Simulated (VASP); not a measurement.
Level of theory: PBEsol GGA, VASP's PBE PAW potentials (set 64) (plane waves; VASP).

A VASP calculation is set up with these files.

### INCAR
```
ALGO=Normal
EDIFF=1E-6
EDIFFG=-0.01
ENCUT=400
GGA=PS
IBRION=2
ISIF=3
ISMEAR=-1
LASPH=.TRUE.
LCHARG=.FALSE.
LMAXMIX=4
LREAL=.FALSE.
LWAVE=.FALSE.
NELM=100
NSW=50
PREC=Accurate
SIGMA=0.01
SYSTEM=BaTiO3
```

**KPOINTS**
```
Regular mesh
0
gamma
6 6 6
0 0 0
```

File POSCAR:
```
BaTiO3
1.0
  3.9900000000   0.0000000000   0.0000000000
  0.0000000000   3.9900000000   0.0000000000
  0.0000000000   0.0000000000   4.0400000000
Ba Ti O
1 1 3
Cartesian
  0.0000000000   0.0000000000   0.0000000000
  1.9950000000   1.9950000000   2.0725200000
  1.9950000000   1.9950000000   3.9470800000
  0.0000000000   1.9950000000   1.9674800000
  1.9950000000   0.0000000000   1.9674800000
```

POTCAR, in this order: Ba_sv Ti_sv O (PBE.64 set). Program: vasp_std.

What VASP printed:

**OSZICAR**
```
...
DAV:   1    -0.425972815105E+02   -0.61678E+00   -0.16396E+01  2208   0.434E+01    0.642E+00
DAV:   2    -0.421458189712E+02    0.45146E+00   -0.18342E+00  2336   0.131E+01    0.232E+00
DAV:   3    -0.420745732241E+02    0.71246E-01   -0.60818E-01  2264   0.471E+00    0.817E-01
DAV:   4    -0.420688344903E+02    0.57387E-02   -0.11610E-01  2952   0.228E+00    0.455E-01
DAV:   5    -0.420719593497E+02   -0.31249E-02   -0.91394E-03  2832   0.752E-01    0.301E-01
DAV:   6    -0.420756465451E+02   -0.36872E-02   -0.78551E-03  2952   0.449E-01    0.212E-01
DAV:   7    -0.420767037450E+02   -0.10572E-02   -0.16021E-03  2992   0.246E-01    0.741E-02
DAV:   8    -0.420767962270E+02   -0.92482E-04   -0.26448E-04  2656   0.103E-01    0.215E-02
DAV:   9    -0.420767983223E+02   -0.20953E-05   -0.19267E-05  2664   0.283E-02    0.557E-03
DAV:  10    -0.420767983458E+02   -0.23512E-07   -0.81579E-07  1288   0.719E-03
   3 F= -.42076798E+02 E0= -.42076798E+02  d E =-.414828E-01
       N       E                     dE             d eps       ncg     rms          rms(c)
DAV:   1    -0.420768937269E+02   -0.95405E-04   -0.28845E-03  2208   0.563E-01    0.844E-02
DAV:   2    -0.420768117036E+02    0.82023E-04   -0.31242E-04  2360   0.168E-01    0.301E-02
DAV:   3    -0.420767988756E+02    0.12828E-04   -0.94145E-05  2424   0.605E-02    0.742E-03
DAV:   4    -0.420767993407E+02   -0.46518E-06   -0.16517E-05  2464   0.228E-02    0.609E-03
DAV:   5    -0.420768001144E+02   -0.77363E-06   -0.14370E-06  1320   0.108E-02
   4 F= -.42076800E+02 E0= -.42076800E+02  d E =-.414846E-01
       N       E                     dE             d eps       ncg     rms          rms(c)
DAV:   1    -0.420775719645E+02   -0.77262E-03   -0.34954E-01  1920   0.492E+00    0.222E-01
DAV:   2    -0.420779543769E+02   -0.38241E-03   -0.12532E-02  2224   0.881E-01    0.140E-01
DAV:   3    -0.420777004007E+02    0.25398E-03   -0.97809E-04  2696   0.240E-01    0.655E-02
DAV:   4    -0.420776314762E+02    0.68924E-04   -0.31218E-04  3064   0.158E-01    0.314E-02
DAV:   5    -0.420776277470E+02    0.37293E-05   -0.53363E-05  2472   0.675E-02    0.134E-02
DAV:   6    -0.420776283527E+02   -0.60574E-06   -0.41804E-06  2248   0.176E-02
   5 F= -.42077628E+02 E0= -.42077628E+02  d E =-.828238E-03
       N       E                     dE             d eps       ncg     rms          rms(c)
DAV:   1    -0.420776339100E+02   -0.61631E-05   -0.63896E-03  1920   0.666E-01    0.294E-02
DAV:   2    -0.420776412707E+02   -0.73607E-05   -0.23078E-04  2248   0.119E-01    0.184E-02
DAV:   3    -0.420776368921E+02    0.43786E-05   -0.17002E-05  2672   0.316E-02    0.870E-03
DAV:   4    -0.420776357823E+02    0.11098E-05   -0.55844E-06  2560   0.211E-02    0.426E-03
DAV:   5    -0.420776357809E+02    0.13933E-08   -0.88949E-07  1248   0.924E-03
   6 F= -.42077636E+02 E0= -.42077636E+02  d E =-.835667E-03
       N       E                     dE             d eps       ncg     rms          rms(c)
DAV:   1    -0.420776364695E+02   -0.68719E-06   -0.21396E-04  1920   0.122E-01    0.558E-03
DAV:   2    -0.420776367984E+02   -0.32891E-06   -0.79990E-06  2328   0.223E-02
   7 F= -.42077637E+02 E0= -.42077637E+02  d E =-.836684E-03
       N       E                     dE             d eps       ncg     rms          rms(c)
DAV:   1    -0.420778805378E+02   -0.24407E-03   -0.38977E-02  1920   0.164E+00    0.106E-01
DAV:   2    -0.420778133626E+02    0.67175E-04   -0.11423E-03  2128   0.261E-01    0.581E-02
DAV:   3    -0.420777462257E+02    0.67137E-04   -0.22160E-04  2736   0.131E-01    0.176E-02
DAV:   4    -0.420777434757E+02    0.27499E-05   -0.31587E-05  2592   0.438E-02    0.876E-03
DAV:   5    -0.420777429954E+02    0.48038E-06   -0.34253E-06  2192   0.137E-02
   8 F= -.42077743E+02 E0= -.42077743E+02  d E =-.106197E-03
       N       E                     dE             d eps       ncg     rms          rms(c)
DAV:   1    -0.420777571842E+02   -0.13709E-04   -0.32056E-03  1920   0.472E-01    0.300E-02
DAV:   2    -0.420777523121E+02    0.48721E-05   -0.92920E-05  2136   0.746E-02    0.162E-02
DAV:   3    -0.420777469686E+02    0.53435E-05   -0.16899E-05  2704   0.354E-02    0.463E-03
DAV:   4    -0.420777467100E+02    0.25866E-06   -0.22820E-06  1928   0.110E-02
   9 F= -.42077747E+02 E0= -.42077747E+02  d E =-.109912E-03
       N       E                     dE             d eps       ncg     rms          rms(c)
DAV:   1    -0.420782106554E+02   -0.46369E-03   -0.22882E-02  2136   0.150E+00    0.180E-01
DAV:   2    -0.420778454010E+02    0.36525E-03   -0.17861E-03  2192   0.398E-01    0.726E-02
DAV:   3    -0.420777590616E+02    0.86339E-04   -0.53812E-04  2536   0.145E-01    0.278E-02
DAV:   4    -0.420777502819E+02    0.87797E-05   -0.10599E-04  2984   0.731E-02    0.183E-02
DAV:   5    -0.420777524530E+02   -0.21711E-05   -0.13496E-05  2720   0.306E-02    0.965E-03
DAV:   6    -0.420777545670E+02   -0.21140E-05   -0.78319E-06  2936   0.179E-02    0.631E-03
DAV:   7    -0.420777552187E+02   -0.65174E-06   -0.73136E-07  1352   0.672E-03
  10 F= -.42077755E+02 E0= -.42077755E+02  d E =-.850875E-05
       N       E                     dE             d eps       ncg     rms          rms(c)
DAV:   1    -0.420778660241E+02   -0.11146E-03   -0.47856E-03  2144   0.684E-01    0.826E-02
DAV:   2    -0.420777906030E+02    0.75421E-04   -0.37430E-04  2176   0.183E-01    0.332E-02
DAV:   3    -0.420777728372E+02    0.17766E-04   -0.11345E-04  2544   0.660E-02    0.129E-02
DAV:   4    -0.420777705486E+02    0.22886E-05   -0.22616E-05  2984   0.341E-02    0.832E-03
DAV:   5    -0.420777703675E+02    0.18103E-06   -0.26557E-06  1888   0.140E-02
  11 F= -.42077770E+02 E0= -.42077770E+02  d E =-.236576E-04
       N       E                     dE             d eps       ncg     rms          rms(c)
DAV:   1    -0.420777747707E+02   -0.42221E-05   -0.32302E-04  2136   0.181E-01    0.203E-02
DAV:   2    -0.420777700562E+02    0.47145E-05   -0.23900E-05  2272   0.458E-02    0.803E-03
DAV:   3    -0.420777689667E+02    0.10895E-05   -0.75368E-06  2544   0.171E-02    0.309E-03
DAV:   4    -0.420777688012E+02    0.16554E-06   -0.13444E-06  1432   0.827E-03
  12 F= -.42077769E+02 E0= -.42077769E+02  d E =-.220912E-04
       N       E                     dE             d eps       ncg     rms          rms(c)
DAV:   1    -0.420777702348E+02   -0.12681E-05   -0.42391E-05  2184   0.627E-02    0.800E-03
DAV:   2    -0.420777695283E+02    0.70648E-06   -0.34869E-06  1952   0.182E-02
  13 F= -.42077770E+02 E0= -.42077770E+02  d E =-.228183E-04
       N       E                     dE             d eps       ncg     rms          rms(c)
DAV:   1    -0.420777707281E+02   -0.49330E-06   -0.34494E-05  2112   0.608E-02    0.818E-03
DAV:   2    -0.420777698626E+02    0.86546E-06   -0.34342E-06  2008   0.193E-02
  14 F= -.42077770E+02 E0= -.42077770E+02  d E =-.231527E-04
       N       E                     dE             d eps       ncg     rms          rms(c)
DAV:   1    -0.420777701193E+02    0.60884E-06   -0.75236E-06  2056   0.299E-02    0.459E-03
DAV:   2    -0.420777698116E+02    0.30771E-06   -0.95981E-07  1344   0.113E-02
  15 F= -.42077770E+02 E0= -.42077770E+02  d E =-.231016E-04
       N       E                     dE             d eps       ncg     rms          rms(c)
DAV:   1    -0.420777683197E+02    0.17996E-05   -0.20616E-03  2240   0.653E-01    0.201E-02
DAV:   2    -0.420777802064E+02   -0.11887E-04   -0.21119E-04  1944   0.106E-01    0.986E-03
DAV:   3    -0.420777796867E+02    0.51978E-06   -0.12911E-05  2720   0.263E-02    0.421E-03
DAV:   4    -0.420777795675E+02    0.11917E-06   -0.17540E-06  1616   0.131E-02
  16 F= -.42077780E+02 E0= -.42077780E+02  d E =-.975594E-05
```

**OUTCAR**
```
------------------------ aborting loop because EDIFF is reached ----------------------------------------
  FORCE on cell =-STRESS in cart. coord.  units (eV):
  Direction    XX          YY          ZZ          XY          YZ          ZX
  --------------------------------------------------------------------------------------
  Total        0.0062027      0.0062027     -0.0010870      0.0000000      0.0000000      0.0000000
  in kB        0.1595862      0.1595862     -0.0279661      0.0000000      0.0000000      0.0000000
  external PRESSURE =       0.0970688 kB  Pullay stress =       0.0000000 kB
  volume of cell :       62.27
      direct lattice vectors                 reciprocal lattice vectors
     3.945969058  0.000000000  0.000000000     0.253423173  0.000000000  0.000000000
     0.000000000  3.945969058 -0.000000000     0.000000000  0.253423173 -0.000000000
     0.000000000  0.000000000  3.999334487     0.000000000  0.000000000  0.250041602
 POSITION                                       TOTAL-FORCE (eV/Angst)
 -----------------------------------------------------------------------------------
      0.00000      0.00000      3.99823        -0.000000     -0.000000     -0.004605
      1.97298      1.97298      2.05305        -0.000000     -0.000000     -0.008993
      1.97298      1.97298      3.91470        -0.000000      0.000000      0.004495
      0.00000      1.97298      1.94386         0.000000      0.000000      0.004552
      1.97298      0.00000      1.94386        -0.000000      0.000000      0.004552
 -----------------------------------------------------------------------------------
    total drift:                                0.000000      0.000000     -0.000735
  FREE ENERGIE OF THE ION-ELECTRON SYSTEM (eV)
  ---------------------------------------------------
  free  energy   TOTEN  =       -42.0777795675 eV

  energy  without entropy=      -42.0777795675  energy(sigma->0) =      -42.07777957

 reached required accuracy - stopping structural energy minimisation
```
(Selected blocks of OUTCAR.)

CONTCAR:
```
BaTiO3
   1.00000000000000
     3.9459690581327291    0.0000000000000000    0.0000000000000000
     0.0000000000000000    3.9459690581327291   -0.0000000000000000
     0.0000000000000000    0.0000000000000000    3.9993344866563136
  Ba              Ti              O
     1     1     3
Direct
     0.0000000000000000    0.0000000000000000    0.9997245710792491
     0.5000000000000000    0.5000000000000000    0.5133475111026172
     0.5000000000000000    0.5000000000000000    0.9788378532722883
     0.0000000000000000    0.5000000000000000    0.4860450322729221
     0.5000000000000000    0.0000000000000000    0.4860450322729221
```

At this cut-off the stress carries a Pulay error, which pulls relaxed volumes low. Energy and stress use the plane-wave basis of the starting cell.

The structure is a typed BaTiO3 crystal. This run relaxes it. Symmetry was kept, so distortions that lower it aren't found. The run is one of a series of settings (EDIFFG = -0.01, IBRION = 2, ISIF = 3, NSW = 50 against the base run), some of them coarse on purpose.
